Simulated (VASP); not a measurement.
Data:

```yaml
crystal:
  lattice:
    - [1.96926, 1.13695, 6.51439]
    - [-1.96926, 1.13695, 6.51439]
    - [0.00000, -2.27391, 6.51439]
  atoms:
    - { symbol: Ba, position: [0.75650, 0.75650, 0.75650] }
    - { symbol: Ba, position: [0.24350, 0.24350, 0.24350] }
    - { symbol: N, position: [0.50000, 0.50000, 0.50000] }
    - { symbol: F, position: [0.00000, 0.00000, 0.00000] }
```

These are LDA (Ceperley-Alder, Perdew-Zunger), VASP's LDA PAW potentials (set 64) (plane waves; VASP) values and carry that method's errors. Settings: 520 eV cut-off, 7×7×7 Γ-centred mesh, tetrahedra with Blöchl corrections, potentials Ba_sv N F.

The cores are frozen, which limits the accuracy of field gradients.

**Question.** Give the principal components of the electric field gradient (V/Å²) and the asymmetry η at each nucleus.

**Answer.** 
```tsv
atom	Vxx	Vyy	Vzz	η
Ba1	-21.5	-21.5	43.0	0.00
Ba2	-21.5	-21.5	43.0	0.00
N3	-2.2	-2.2	4.3	0.00
F4	2.1	2.1	-4.3	0.00
```

The structure comes from a computed database's Ba2NF entry (R-3m); how it stands against other phases isn't given here. It was relaxed first, which changed the volume by -6 %.
